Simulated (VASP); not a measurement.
Computed with PBE GGA, VASP's PBE PAW potentials (set 64) (plane waves; VASP).

VASP ran on this input.

### INCAR
```
ALGO  =  Normal
EDIFF  =  1E-6
ENCUT  =  270
GGA  =  PE
ISIF  =  2
ISMEAR  =  1
LASPH  =  T
LCHARG  =  F
LMAXMIX  =  4
LREAL  =  F
LWAVE  =  F
NELM  =  100
PREC  =  Accurate
SIGMA  =  0.136
SYSTEM  =  Rb
```

### KPOINTS
```
Automatic mesh
0
Gamma
4 4 1
0 0 0
```

POSCAR:
```
Rb
7.8928250
  1.0000000000   0.0000000000   0.0000000000
  0.4999999367   0.8660254092   0.0000000000
  0.0000000000   0.0000000000   2.1402983089
Rb
4
Cartesian
  1.3035709600   0.5464204640   0.9668283939
  0.8035714811   0.2577456162   0.7601847325
  0.8035714811   0.2577456162   1.3801135764
  0.8035719389   0.8350961777   1.1734699150
```

POTCAR, in this order: Rb_sv (PBE.64 set). Program: vasp_std.

What VASP printed:

OSZICAR:
```
       N       E                     dE             d eps       ncg     rms          rms(c)
DAV:   1     0.261571181421E+03    0.26157E+03   -0.92456E+03   216   0.653E+02
DAV:   2     0.393105410595E+02   -0.22226E+03   -0.22079E+03   252   0.196E+02
DAV:   3    -0.199840543905E+01   -0.41309E+02   -0.41265E+02   270   0.800E+01
DAV:   4    -0.307491154467E+01   -0.10765E+01   -0.10762E+01   212   0.172E+01
DAV:   5    -0.310979142034E+01   -0.34880E-01   -0.34867E-01   288   0.263E+00    0.188E+00
DAV:   6    -0.300303746914E+01    0.10675E+00   -0.14620E-01   212   0.137E+00    0.943E-01
DAV:   7    -0.295893357735E+01    0.44104E-01   -0.16339E-01   200   0.116E+00    0.231E-01
DAV:   8    -0.295843767356E+01    0.49590E-03   -0.14920E-02   212   0.500E-01    0.104E-01
DAV:   9    -0.295924593202E+01   -0.80826E-03   -0.13516E-03   212   0.159E-01    0.641E-02
DAV:  10    -0.295964699296E+01   -0.40106E-03   -0.19400E-03   188   0.155E-01    0.287E-02
DAV:  11    -0.295947343883E+01    0.17355E-03   -0.40388E-04   194   0.588E-02    0.271E-02
DAV:  12    -0.295976565582E+01   -0.29222E-03   -0.26397E-04   182   0.679E-02    0.134E-02
DAV:  13    -0.296002784819E+01   -0.26219E-03   -0.85059E-05   194   0.295E-02    0.860E-03
DAV:  14    -0.296029628718E+01   -0.26844E-03   -0.89383E-05   176   0.294E-02    0.459E-03
DAV:  15    -0.296034440778E+01   -0.48121E-04   -0.34269E-05   160   0.188E-02    0.274E-03
DAV:  16    -0.296035801023E+01   -0.13602E-04   -0.11869E-05   112   0.834E-03    0.101E-03
DAV:  17    -0.296035940796E+01   -0.13977E-05   -0.13407E-06   160   0.280E-03    0.761E-04
DAV:  18    -0.296035975855E+01   -0.35059E-06   -0.21964E-07   118   0.184E-03
   1 F= -.29603598E+01 E0= -.29564130E+01  d E =-.118404E-01
```

### OUTCAR
```
------------------------ aborting loop because EDIFF is reached ----------------------------------------
  FORCE on cell =-STRESS in cart. coord.  units (eV):
  Direction    XX          YY          ZZ          XY          YZ          ZX
  --------------------------------------------------------------------------------------
  Total       -0.5593270     -0.5593270     -0.2760006      0.0000000     -0.0000000      0.0000000
  in kB       -0.9832727     -0.9832728     -0.4851972      0.0000001     -0.0000000      0.0000000
  external PRESSURE =      -0.8172476 kB  Pullay stress =       0.0000000 kB
  volume of cell :      911.39
      direct lattice vectors                 reciprocal lattice vectors
     7.892825000  0.000000000  0.000000000     0.126697349 -0.073148739  0.000000000
     3.946412000  6.835387000  0.000000000     0.000000000  0.146297496  0.000000000
     0.000000000  0.000000000 16.893000000     0.000000000  0.000000000  0.059196117
 POSITION                                       TOTAL-FORCE (eV/Angst)
 -----------------------------------------------------------------------------------
     10.28886      4.31280      7.63101        -0.000000      0.000000      0.037394
      6.34245      2.03434      6.00001        -0.000000      0.000000      0.012545
      6.34245      2.03434     10.89299        -0.000000     -0.000000     -0.012545
      6.34245      6.59127      9.26199         0.000000      0.000000     -0.037394
 -----------------------------------------------------------------------------------
    total drift:                                0.000000     -0.000000      0.000000
  FREE ENERGIE OF THE ION-ELECTRON SYSTEM (eV)
  ---------------------------------------------------
  free  energy   TOTEN  =        -2.9603597586 eV

  energy  without entropy=       -2.9485194039  energy(sigma->0) =       -2.95641297
```
(Selected blocks of OUTCAR.)

At this cut-off the stress carries a Pulay error, which pulls relaxed volumes low. The cell holds a wide vacuum, so values per volume refer to the whole cell.

The cell is a sheet with vacuum, built from a generated structure.
